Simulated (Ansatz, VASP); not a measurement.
# Cross-check of InP between VASP and Ansatz, part 2 of 2

Aim: how closely do two programs agree when they are given the same cell, functional and k mesh? The structure shown comes from an earlier Ansatz run, which isn't shown and may have moved the atoms alone.

VASP 6.6.1 and Ansatz 0.2.0.

So far: The structure; Ansatz: elastic constants, PBE.

## Step 3: VASP: elastic constants, PBE

Level of this step: PBE; plane waves and PAW (In_d, P) (VASP).

The same cell, functional and mesh now go to VASP, with its own data sets.

Lines of VASP's logs that name or quote its potential files are left out, and so is its time.

File INCAR:

```
SYSTEM = InP
PREC = Accurate
ENCUT = 500
EDIFF = 1E-08
NELM = 120
ISMEAR = 0
SIGMA = 0.01
LREAL = .FALSE.
ALGO = Normal
GGA = PE
NBANDS = 15
LORBIT = 11
LWAVE = .FALSE.
LCHARG = .FALSE.
ISIF = 3
IBRION = 6
NFREE = 2
POTIM = 0.015
NSW = 1
LASPH = .TRUE.
GGA_COMPAT = .FALSE.
EFERMI = MIDGAP
KPAR = 2
```

File POSCAR:

```
InP
1.0
    0.0000000000      2.9796455332      2.9796455332
    2.9796455332      0.0000000000      2.9796455332
    2.9796455332      2.9796455332      0.0000000000
In P
1 1
Direct
    0.0000000000      0.0000000000      0.0000000000
    0.2500000000      0.2500000000      0.2500000000
```

File KPOINTS:

```
Automatic mesh
0
Gamma
10 10 10
0 0 0
```

Potentials, in the order of the species: In_d and P (PBE family, release 64).

Launch:

```
$ mpirun -np 2 vasp_std
```

Numbers of over 12 decimals in the logs are rounded to 6 here.

Output:

```text
[banner, memory and clock lines left out]
running    2 mpi-ranks, on    1 nodes
 distrk:  each k-point on    1 cores,    2 groups
 distr:  one band on    1 cores,    1 groups

 POSCAR found type information on POSCAR InP
 POSCAR found :  2 types and       2 ions
 LDA part: xc-table for (Slater+PW92), standard interpolation
 POSCAR, INCAR and KPOINTS ok, starting setup
 FFT: planning ... GRIDC
 FFT: planning ... GRID_SOFT
 FFT: planning ... GRID
 WAVECAR not read
 entering main loop
       N       E                     dE             d eps       ncg     rms          rms(c)
DAV:   1     0.112917063376E+03    0.11292E+03   -0.82176E+03  1410   0.128E+03
DAV:   2    -0.107286063292E+01   -0.11399E+03   -0.10944E+03  1578   0.306E+02
DAV:   3    -0.859165058276E+01   -0.75188E+01   -0.74824E+01  1795   0.790E+01
DAV:   4    -0.879877419035E+01   -0.20712E+00   -0.20703E+00  1850   0.146E+01
DAV:   5    -0.880878283770E+01   -0.10009E-01   -0.10008E-01  2110   0.265E+00    0.525E+00
DAV:   6    -0.843023654492E+01    0.37855E+00   -0.64812E-01  2238   0.130E+01    0.319E+00
DAV:   7    -0.840660408886E+01    0.23632E-01   -0.15629E-01  2029   0.309E+00    0.121E+00
DAV:   8    -0.840717084001E+01   -0.56675E-03   -0.13930E-02  1803   0.148E+00    0.286E-01
DAV:   9    -0.840787012592E+01   -0.69929E-03   -0.15815E-03  1830   0.489E-01    0.162E-01
DAV:  10    -0.840797619473E+01   -0.10607E-03   -0.19867E-04  2155   0.135E-01    0.108E-01
DAV:  11    -0.840804663667E+01   -0.70442E-04   -0.74217E-05  1676   0.672E-02    0.191E-02
DAV:  12    -0.840805027660E+01   -0.36399E-05   -0.13229E-05  1851   0.538E-02    0.152E-02
DAV:  13    -0.840805061698E+01   -0.34037E-06   -0.10007E-06  1684   0.677E-03    0.129E-02
DAV:  14    -0.840805098667E+01   -0.36969E-06   -0.50017E-07  1592   0.639E-03    0.172E-03
DAV:  15    -0.840805093593E+01    0.50735E-07   -0.20524E-08  1914   0.103E-03    0.158E-03
DAV:  16    -0.840805093760E+01   -0.16730E-08   -0.38379E-09  1146   0.383E-04
   1 F= -.84080509E+01 E0= -.84080509E+01  d E =0.000000E+00
[... from here on, the cycles between the ionic steps are left out ...]
   2 F= -.84046647E+01 E0= -.84046647E+01  d E =-.379493-126
   3 F= -.84049983E+01 E0= -.84049983E+01  d E =0.000000E+00
  10 F= -.84057940E+01 E0= -.84057940E+01  d E =0.000000E+00
  11 F= -.84057959E+01 E0= -.84057959E+01  d E =0.000000E+00
  12 F= -.84057940E+01 E0= -.84057940E+01  d E =0.000000E+00
  13 F= -.84057959E+01 E0= -.84057959E+01  d E =0.000000E+00
  14 F= -.84072410E+01 E0= -.84072410E+01  d E =0.000000E+00
  15 F= -.84072410E+01 E0= -.84072410E+01  d E =0.000000E+00
  16 F= -.84072418E+01 E0= -.84072418E+01  d E =0.000000E+00
 Finite differences progress:
  Degree of freedom:   8/  8
  Displacement:        1/  2
  Total:              15/ 16
 bond charge predicted
       N       E                     dE             d eps       ncg     rms          rms(c)
DAV:   1    -0.840548488223E+01    0.17569E-02   -0.25694E-01  5144   0.211E+00    0.231E-01
DAV:   2    -0.840731537549E+01   -0.18305E-02   -0.20038E-02  6798   0.920E-01    0.724E-02
DAV:   3    -0.840724530876E+01    0.70067E-04   -0.38497E-04  6054   0.169E-01    0.330E-02
DAV:   4    -0.840724087333E+01    0.44354E-05   -0.84039E-05  6916   0.808E-02    0.124E-02
DAV:   5    -0.840724172543E+01   -0.85210E-06   -0.16781E-05  6075   0.286E-02    0.755E-03
DAV:   6    -0.840724179330E+01   -0.67867E-07   -0.11596E-06  6680   0.952E-03    0.389E-03
DAV:   7    -0.840724182631E+01   -0.33010E-07   -0.31253E-07  6341   0.468E-03    0.837E-04
DAV:   8    -0.840724183241E+01   -0.60975E-08   -0.56609E-08  7280   0.154E-03
  17 F= -.84072418E+01 E0= -.84072418E+01  d E =0.000000E+00
 Finite differences progress:
  Degree of freedom:   8/  8
  Displacement:        2/  2
  Total:              16/ 16
```

OUTCAR, selected parts (step 3):

```text
ion  position               nearest neighbor table
   1  0.000  0.000  0.000-   2 2.58   2 2.58   2 2.58   2 2.58
   2  0.250  0.250  0.250-   1 2.58   1 2.58   1 2.58   1 2.58

  LATTYP: Found a face centered cubic cell.
 ALAT       =     5.9592910664

 Subroutine GETGRP returns: Found 24 space group operations
 (whereof 24 operations were pure point group operations)

The static configuration has the point symmetry T_d .

 Found     47 irreducible k-points:

   k-points           NKPTS =     47   k-points in BZ     NKDIM =     47   number of bands    NBANDS=     15

   dimension x,y,z NGX =    32 NGY =   32 NGZ =   32
   dimension x,y,z NGXF=    64 NGYF=   64 NGZF=   64

   ENCUT  =  500.0 eV  36.75 Ry    6.06 a.u.   7.68  7.68  7.68*2*pi/ulx,y,z

   NELECT =      18.0000    total number of electrons

 k-points in reciprocal lattice and weights: Automatic mesh
   0.00000000  0.00000000  0.00000000       0.001
   0.10000000  0.00000000  0.00000000       0.008
   0.20000000  0.00000000  0.00000000       0.008
   0.30000000  0.00000000  0.00000000       0.008
   0.40000000  0.00000000  0.00000000       0.008
   0.50000000  0.00000000  0.00000000       0.004
   0.10000000  0.10000000  0.00000000       0.006
   0.20000000  0.10000000  0.00000000       0.024
   0.30000000  0.10000000  0.00000000       0.024
[...]
-0.30000000  0.40000000  0.20000000       0.024
  -0.30000000  0.50000000  0.20000000       0.012

 average (electrostatic) potential at core
       1 -96.1239       2 -83.2295

 E-fermi :   4.8911

 k-point     1 :       0.0000    0.0000    0.0000
  band No.  band energies     occupation
    ...
      5      -9.3090      2.00000
      6      -6.5297      2.00000
      7       4.6298      2.00000
      8       4.6579      2.00000
      9       4.6845      2.00000
     10       5.0976      0.00000
     11       8.7308      0.00000
     12       8.7470      0.00000
     13       8.7648      0.00000
     14      13.0107      0.00000
    ...

 k-point     2 :       0.1000    0.0000    0.0000
  band No.  band energies     occupation
    ...
      5      -9.3090      2.00000
      6      -6.4236      2.00000
      7       3.4543      2.00000
      8       4.5331      2.00000
      9       4.5703      2.00000
     10       5.9533      0.00000
     11       8.7974      0.00000
     12       8.9054      0.00000
     13       8.9344      0.00000
     14      13.5561      0.00000
    ...

 k-point     3 :       0.2000    0.0000    0.0000
  band No.  band energies     occupation
    ...
      5      -9.3080      2.00000
      6      -6.1188      2.00000
      7       1.9946      2.00000
      8       4.2689      2.00000
      9       4.3094      2.00000
     10       6.3384      0.00000
     11       9.2584      0.00000
     12       9.2979      0.00000
     13       9.3457      0.00000
     14      13.1496      0.00000
    ...

  Total       -0.0123246     -0.0101633     -0.0101633      0.0000000      0.1013552      0.0000000
  in kB       -0.3732156     -0.3077663     -0.3077663      0.0000000      3.0692533      0.0000000
  external PRESSURE =      -0.3295828 kB  Pullay stress =       0.0000000 kB

  energy-cutoff  :      500.00
  volume of cell :       52.91
      direct lattice vectors                 reciprocal lattice vectors
     0.000000000  2.979645533  2.979645533    -0.167805195  0.167805195  0.167805195
     2.979645533  0.000000000  2.979645533     0.167805195 -0.167805195  0.167805195
     2.979645533  2.979645533  0.000000000     0.167805195  0.167805195 -0.167805195

 POSITION                                       TOTAL-FORCE (eV/Angst)
 -----------------------------------------------------------------------------------
      0.00000      0.00000      0.00000        -0.107838     -0.000000     -0.000000
      1.47482      1.48982      1.48982         0.107838      0.000000      0.000000
 -----------------------------------------------------------------------------------
    total drift:                                0.000029     -0.000000     -0.000000

  FREE ENERGIE OF THE ION-ELECTRON SYSTEM (eV)
  ---------------------------------------------------
  free  energy   TOTEN  =        -8.4072418324 eV

  energy  without entropy=       -8.4072418324  energy(sigma->0) =       -8.40724183

  SYMMETRIZED ELASTIC MODULI (kBar)
 Direction    XX          YY          ZZ          XY          YZ          ZX
 --------------------------------------------------------------------------------
 XX         866.2174    456.1312    456.1312     -0.0000      0.0000      0.0000
 YY         456.1312    866.2174    456.1312     -0.0000      0.0000     -0.0000
 ZZ         456.1312    456.1312    866.2174      0.0000     -0.0000     -0.0000
 XY          -0.0000     -0.0000      0.0000    608.2783      0.0000      0.0000
 YZ           0.0000      0.0000     -0.0000      0.0000    608.2783      0.0000
 ZX           0.0000     -0.0000     -0.0000      0.0000      0.0000    608.2783
 --------------------------------------------------------------------------------

 Eigenvectors and eigenvalues of the dynamical matrix
 ----------------------------------------------------

   1 f  =    8.486957 THz    53.325123 2PiTHz  283.094412 cm-1    35.099218 meV
             X         Y         Z           dx          dy          dz
      0.000000  0.000000  0.000000     0.000000    0.461001    0.000000
      1.489823  1.489823  1.489823     0.000000   -0.887400    0.000000

   2 f  =    8.486957 THz    53.325123 2PiTHz  283.094412 cm-1    35.099218 meV
             X         Y         Z           dx          dy          dz
      0.000000  0.000000  0.000000    -0.461001    0.000000    0.000000
      1.489823  1.489823  1.489823     0.887400    0.000000    0.000000

   3 f  =    8.486957 THz    53.325123 2PiTHz  283.094412 cm-1    35.099218 meV
             X         Y         Z           dx          dy          dz
      0.000000  0.000000  0.000000     0.000000    0.000000   -0.461001
      1.489823  1.489823  1.489823     0.000000    0.000000    0.887400

   4 f/i=    0.000740 THz     0.004647 2PiTHz    0.024669 cm-1     0.003059 meV
             X         Y         Z           dx          dy          dz
      0.000000  0.000000  0.000000     0.887400    0.000000    0.000000
      1.489823  1.489823  1.489823     0.461001    0.000000    0.000000

   5 f/i=    0.000740 THz     0.004647 2PiTHz    0.024669 cm-1     0.003059 meV
             X         Y         Z           dx          dy          dz
      0.000000  0.000000  0.000000     0.000000   -0.887400    0.000000
      1.489823  1.489823  1.489823     0.000000   -0.461001    0.000000

   6 f/i=    0.000740 THz     0.004647 2PiTHz    0.024669 cm-1     0.003059 meV
             X         Y         Z           dx          dy          dz
      0.000000  0.000000  0.000000     0.000000    0.000000    0.887400
      1.489823  1.489823  1.489823     0.000000    0.000000    0.461001

 ELASTIC MODULI CONTR FROM IONIC RELAXATION (kBar)
 Direction    XX          YY          ZZ          XY          YZ          ZX
 --------------------------------------------------------------------------------
 XX          -0.0000     -0.0000     -0.0000     -0.0000     -0.0000     -0.0000
 YY          -0.0000     -0.0000      0.0000      0.0000     -0.0000     -0.0000
 ZZ          -0.0000      0.0000     -0.0000     -0.0000     -0.0000      0.0000
 XY          -0.0000      0.0000     -0.0000   -192.6227     -0.0000      0.0000
 YZ          -0.0000     -0.0000     -0.0000     -0.0000   -192.6227      0.0000
 ZX          -0.0000     -0.0000      0.0000      0.0000      0.0000   -192.6227
 --------------------------------------------------------------------------------

 TOTAL ELASTIC MODULI (kBar)
 Direction    XX          YY          ZZ          XY          YZ          ZX
 --------------------------------------------------------------------------------
 XX         866.2174    456.1312    456.1312     -0.0000      0.0000      0.0000
 YY         456.1312    866.2174    456.1312     -0.0000      0.0000     -0.0000
 ZZ         456.1312    456.1312    866.2174     -0.0000     -0.0000     -0.0000
 XY          -0.0000     -0.0000     -0.0000    415.6556     -0.0000      0.0000
 YZ           0.0000      0.0000     -0.0000     -0.0000    415.6556      0.0000
 ZX           0.0000     -0.0000     -0.0000      0.0000      0.0000    415.6556
 --------------------------------------------------------------------------------

 total charge
# of ion       s       p       d       tot
------------------------------------------
    1        0.826   0.716   9.893  11.435
    2        1.034   1.468   0.000   2.503
--------------------------------------------------
tot          1.861   2.184   9.893  13.938

[... 3 further parts left out ...]
```

CONTCAR:

```
InP
   1.00000000000000
     0.0000000000000000    2.9796455331999998    2.9796455331999998
     2.9796455331999998    0.0000000000000000    2.9796455331999998
     2.9796455331999998    2.9796455331999998    0.0000000000000000
  In              P
     1     1
Direct
     0.0000000000000000    0.0000000000000000    0.0000000000000000
     0.2525170779263617    0.2474829220736383    0.2474829220736383
```

Levels, forces or a CONTCAR printed for this step are those of its last displaced cell, not of the structure at rest.

## Step 4: Differences

Known differences besides the potentials themselves: fixed occupations in Ansatz, narrow Gaussian smearing in VASP; the cutoff is 320 eV in Ansatz and 500 eV in VASP; VASP takes each elastic constant from one size of strain, Ansatz from those that its log lists; Ansatz's log warns that its cutoff lies below the recommended one. Total energies have different zeros and are not compared.

Compared:

```csv
quantity,Ansatz,VASP,difference
C11 (GPa),87.1,86.6,+0.51 %
C22 (GPa),87.1,86.6,+0.51 %
C33 (GPa),87.1,86.6,+0.51 %
C12 (GPa),45.8,45.6,+0.44 %
C13 (GPa),45.8,45.6,+0.44 %
C23 (GPa),45.8,45.6,+0.44 %
C44 (GPa),41.4,41.6,-0.44 %
C55 (GPa),41.4,41.6,-0.44 %
C66 (GPa),41.4,41.6,-0.44 %
```

## Step 5: Outcome

```json
{"difference in C11 (elastic constants, PBE)": "0.51 %"}
```

What this shows: The difference in C11 is 0.51 % (elastic constants, PBE), within the 5 % picked in this series as the mark of a large difference. How closely two codes agree says nothing of how well the functional describes the real material.

[Lines on the potential files, build, host, timing and source positions are cut from VASP's logs without a mark.]

[Logs are printed without paths, hosts, clocks, repeated set-up lines and the standing remarks that a program may print on its own settings, such as how far it seeks lower states.]

[Hosts, paths, dates, database ids (printed as entryN), source tags and the programs' standing remarks are cut or masked in the printed files.]
